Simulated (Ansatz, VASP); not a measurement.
# Ag (Silver) in two plane-wave programs, part 2 of 2

One calculation is typed for both programs; each brings its own data sets and cutoff. How far apart do they land?

VASP 6.6.1 and Ansatz 0.2.0.

So far. Step 2 (VASP: band structure, PBE): Spin-orbit coupling is off here; it would split degenerate levels. At this level the cell is under a pressure of 4.2 GPa, so at these settings it is away from equilibrium. Step 5 (VASP: band structure, PBE, spin-orbit coupling): At this level the cell is under a pressure of 4.1 GPa, so at these settings it is away from equilibrium.

### 6. Ansatz: band structure, PBE, spin-orbit coupling

Level of this step: Ansatz beside VASP: Kohn-Sham DFT, plane waves, PBE, spin-orbit coupling (Ansatz).

The same cell, functional, mesh and smearing now go to Ansatz, which takes its cutoff from its data sets.

File input.yaml:

```yaml
crystal:
  lattice:
    - [0.0, 2.04275, 2.04275]
    - [2.04275, 0.0, 2.04275]
    - [2.04275, 2.04275, 0.0]
  atoms:
    - { symbol: Ag, position: [0.0, 0.0, 0.0] }
hamiltonian:
  xc: pbe
  pseudopotentials: { kind: paw_fr }
magnetization:
  noncollinear: true
  spin_orbit: true
kpoints:
  mp_grid: { grid: [14, 14, 14] }
  band_path:
    path:
      - [0.0, 0.0, 0.0]
      - [0.16667, 0.0, 0.16667]
      - [0.33333, 0.0, 0.33333]
      - [0.5, 0.0, 0.5]
      - [0.5, 0.08333, 0.58333]
      - [0.5, 0.18333, 0.68333]
      - [0.5, 0.25, 0.75]
      - [0.45, 0.3, 0.75]
      - [0.40833, 0.34167, 0.75]
      - [0.35, 0.35, 0.7]
      - [0.225, 0.225, 0.45]
      - [0.075, 0.075, 0.15]
      - [0.03333, 0.03333, 0.03333]
      - [0.23333, 0.23333, 0.23333]
      - [0.4, 0.4, 0.4]
      - [0.51667, 0.46667, 0.51667]
      - [0.55833, 0.38333, 0.55833]
      - [0.60833, 0.28333, 0.60833]
      - [0.60833, 0.25, 0.64167]
      - [0.55833, 0.25, 0.69167]
      - [0.51667, 0.25, 0.73333]
      - [0.5, 0.3, 0.7]
      - [0.5, 0.38333, 0.61667]
      - [0.5, 0.48333, 0.51667]
      - [0.475, 0.475, 0.55]
      - [0.425, 0.425, 0.65]
      - [0.38333, 0.38333, 0.73333]
      - [0.59167, 0.18333, 0.59167]
      - [0.55, 0.1, 0.55]
      - [0.5, 0.0, 0.5]
    npoints: 1
scf:
  occupations: { method: fermi_dirac, width: 0.05 }
  n_extra_bands: 12
output:
  forces: true
  stress: true
  eigenvalues: true
```

On the command line:

```
> ansatz run input.yaml --threads 2 --pin off --max-ram 4608MiB --backend cpu --events-out ev --progress --plain --runs-dir out
```

Numbers of over 12 decimals in the logs are rounded to 6 here.

What it wrote:

```text
[...]
non-collinear run that drives no moment, with spin-orbit: no starting moment large enough to seed its density (crystal.atoms[].spin), no starting occupations that ask for one, no magnetisation constraint and no magnetic field, so the semilocal B_xc is pinned to zero
Crystal: 1 atoms, lattice volume = 17.048 Å³
[...]
k-point 1: bands = [... 15 lower, 12.8211, 13.6557, 13.6557, 13.6832, 13.6832, 33.2771, 33.2771, 35.5749, ... 8 higher]
  k-point 2: bands = [... 15 lower, 12.9123, 13.5954, 13.5954, 13.7056, 13.7056, 32.3734, 32.3734, 34.2429, ... 8 higher]
  k-point 103: bands = [... 15 lower, 13.7209, 14.6531, 14.6531, 22.4262, 22.4262, 24.2066, 24.2066, 24.3435, ... 8 higher]
[key lines of the parts left out:]
SCF converged after 6 iterations
Magnetization: |M| = 0.0000 μB,  M = (+0.0000, +0.0000, +0.0000) μB
Free energy (F): -7592.895392 eV
Fermi energy:    17.305648 eV
P = ⅓ Tr σ = 4.5334 GPa (45.334 kbar)
```

The job ended after 7 s (2 threads of Arm Neoverse V1, shared host; peak memory 0.39 GiB).

### 7. Differences

What differs besides the data sets and the points named for the pairs above, as far as they apply: spin-orbit coupling enters by fully relativistic files in Ansatz and inside the spheres in VASP; the data sets hold 19 valence electrons in Ansatz (fully relativistic PAW (standard-fr) files) and 11 in VASP. Total energies have different zeros and are not compared.

Both answers:

```csv
quantity,Ansatz,VASP,difference
pressure (GPa),4.53,4.06,+0.47
pressure without Ansatz's Pulay correction (GPa),4.47,4.06,+0.40
```

Levels from 3 eV below to 2 eV above the Fermi level differ by 27 meV r.m.s. and 33 meV at most; each VASP level is matched to the nearest of Ansatz, which flatters the figure a little. Ansatz's pressure holds a Pulay correction of 0.07 GPa; VASP's holds none.

### 8. Ansatz: single point, PBE, spin-orbit coupling

A single point gives forces, pressure and levels at one fixed geometry, so differences don't come from the geometry; what else differs is listed under the comparison.

input.yaml, the sections that differ from step 6:

```yaml
kpoints:
  mp_grid: { grid: [14, 14, 14] }
scf:
  occupations: { method: tetrahedron }
output:
  forces: true
  stress: true
# crystal, hamiltonian, magnetization: as in step 6
```

What it wrote:

```text
Warning: output.forces, output.stress, relax.cell or npt_langevin: where a Kohn–Sham band that disperses or a degenerate level is filled in part under the method tetrahedron, the forces or the stress that this run publishes need not agree with its energy (scf.occupations.method in the input reference, under Limitations); prefer a smearing scheme for the forces or the stress
[...]
k-point 1: bands = [... 15 lower, 12.8208, 13.6553, 13.6553, 13.6828, 13.6828, 33.2770, 33.2770, 35.5749, ... 5 higher]
  k-point 2: bands = [... 15 lower, 12.9121, 13.5950, 13.5950, 13.7052, 13.7052, 32.3733, 32.3733, 34.2430, ... 5 higher]
  k-point 103: bands = [... 15 lower, 13.7205, 14.6528, 14.6528, 22.4262, 22.4262, 24.2065, 24.2065, 24.3435, ... 5 higher]
[key lines of the parts left out:]
SCF converged after 7 iterations
Magnetization: |M| = 0.0000 μB,  M = (+0.0000, +0.0000, +0.0000) μB
Free energy (F): -7592.895279 eV
Fermi energy:    17.439275 eV
P = ⅓ Tr σ = 4.5138 GPa (45.138 kbar)
```

Wall time 3.6 s (2 threads); peak memory 0.37 GiB; 6.8 s of CPU time.

The run ends at a pressure of 4.51 GPa.

### 9. VASP: single point, PBE, spin-orbit coupling

The same cell, functional, mesh and smearing now go to VASP, with its own data sets and cutoff.

File INCAR:

```
SYSTEM = Ag
PREC = Accurate
ENCUT = 400
EDIFF = 1E-06
NELM = 100
ISMEAR = -5
SIGMA = 0.05
LREAL = .FALSE.
ALGO = Normal
GGA = PE
LNONCOLLINEAR = .TRUE.
MAGMOM = 0 0 0
NBANDS = 22
GGA_COMPAT = .FALSE.
LASPH = .TRUE.
LSORBIT = .TRUE.
LMAXMIX = 4
LORBIT = 11
LWAVE = .FALSE.
LCHARG = .FALSE.
KPAR = 2
NEDOS = 2001
```

File POSCAR:

```
Ag
1.0
    0.0000000000      2.0427500000      2.0427500000
    2.0427500000      0.0000000000      2.0427500000
    2.0427500000      2.0427500000      0.0000000000
Ag
1
Direct
    0.0000000000      0.0000000000      0.0000000000
```

File KPOINTS:

```
Automatic mesh
0
Gamma
14 14 14
0 0 0
```

Potentials, in the order of the species: Ag (PBE family, release 64).

On the command line:

```
> mpirun -np 2 vasp_ncl
```

What it wrote:

```text
[... set-up lines as in an earlier step ...]
 entering main loop
       N       E                     dE             d eps       ncg     rms          rms(c)
DAV:   1     0.573783318930E+02    0.57378E+02   -0.47087E+03  4728   0.787E+02
DAV:   2    -0.171093120713E+01   -0.59089E+02   -0.55181E+02  5272   0.213E+02
DAV:   3    -0.298909371936E+01   -0.12782E+01   -0.12746E+01  5292   0.335E+01
DAV:   4    -0.299379776681E+01   -0.47040E-02   -0.47038E-02  5050   0.210E+00
[...]
DAV:  10    -0.273465619593E+01   -0.65575E-05   -0.14090E-06  5044   0.136E-02    0.288E-02
DAV:  11    -0.273465824689E+01   -0.20510E-05   -0.11849E-06  4746   0.112E-02    0.939E-04
DAV:  12    -0.273465815172E+01    0.95176E-07   -0.16393E-08  2624   0.129E-03
   1 F= -.27346582E+01 E0= -.27346582E+01  d E =0.000000E+00  mag=     0.0000    -0.0000    -0.0000
 -----------------------------------------------------------------------------
|                                                                             |
|           W    W    AA    RRRRR   N    N  II  N    N   GGGG   !!!           |
|           W    W   A  A   R    R  NN   N  II  NN   N  G    G  !!!           |
|           W    W  A    A  R    R  N N  N  II  N N  N  G       !!!           |
|           W WW W  AAAAAA  RRRRR   N  N N  II  N  N N  G  GGG   !            |
|           WW  WW  A    A  R   R   N   NN  II  N   NN  G    G                |
|           W    W  A    A  R    R  N    N  II  N    N   GGGG   !!!           |
|                                                                             |
|     Tetrahedron method does not include variations of the Fermi             |
|     occupations, so forces and stress will be inaccurate. We suggest        |
|     using a different smearing scheme ISMEAR = 1 or 2 for metals in         |
|     relaxations.                                                            |
|                                                                             |
 -----------------------------------------------------------------------------
```

OUTCAR, selected parts (step 9):

```text
  Total        0.4295147      0.4295147      0.4295147      0.0000000      0.0000000     -0.0000000
  in kB       40.3657453     40.3657453     40.3657453      0.0000000      0.0000000     -0.0000000
  external PRESSURE =      40.3657453 kB  Pullay stress =       0.0000000 kB

 POSITION                                       TOTAL-FORCE (eV/Angst)
 -----------------------------------------------------------------------------------
      0.00000      0.00000      0.00000        -0.000000      0.000000      0.000000
 -----------------------------------------------------------------------------------
    total drift:                                0.000000      0.000000      0.000000

  FREE ENERGIE OF THE ION-ELECTRON SYSTEM (eV)
  ---------------------------------------------------
  free  energy   TOTEN  =        -2.7346581517 eV

  energy  without entropy=       -2.7346581517  energy(sigma->0) =       -2.73465815

 magnetization (x)
# of ion       s       p       d       tot
------------------------------------------
    1        0.000  -0.000   0.000  -0.000

 magnetization (z)
# of ion       s       p       d       tot
------------------------------------------
    1        0.000  -0.000   0.000  -0.000

[... 3 parts as in an earlier step ...]

[... 1 further part left out ...]
[key lines of the parts left out:]
E-fermi :   8.4968
```

At this level the cell is under a pressure of 4.0 GPa, so at these settings it is away from equilibrium. With tetrahedra the forces and stress of a metal are not exact derivatives of the energy.

### 10. Comparison

The two programs side by side:

```csv
quantity,Ansatz,VASP,difference
pressure (GPa),4.51,4.04,+0.48
pressure without Ansatz's Pulay correction (GPa),4.45,4.04,+0.41
```

Ansatz's pressure holds a Pulay correction of 0.07 GPa; VASP's holds none.

### 11. Summary of results

```yaml
r_m_s_difference_of_levels_near_the_fermi_level_band_structure_pbe: 24 meV
difference_in_pressure_band_structure_pbe: 0.50 GPa
r_m_s_difference_of_levels_near_the_fermi_level_band_structure_pbe_spin_orbit_coupling: 27 meV
difference_in_pressure_single_point_pbe_spin_orbit_coupling: 0.48 GPa
```

What this shows: The difference in pressure is 0.50 GPa (band structure, PBE), within the 1 GPa picked in this series as the mark of a large difference. How closely two codes agree says nothing of how well the functional describes the real material.

[Lines on the potential files, build, host, timing and source positions are cut from VASP's logs without a mark.]

[Logs are printed without paths, hosts, clocks, repeated set-up lines and the standing remarks that a program may print on its own settings, such as how far it seeks lower states.]

[Hosts, paths, dates, database ids (printed as entryN), source tags and the programs' standing remarks are cut or masked in the printed files.]
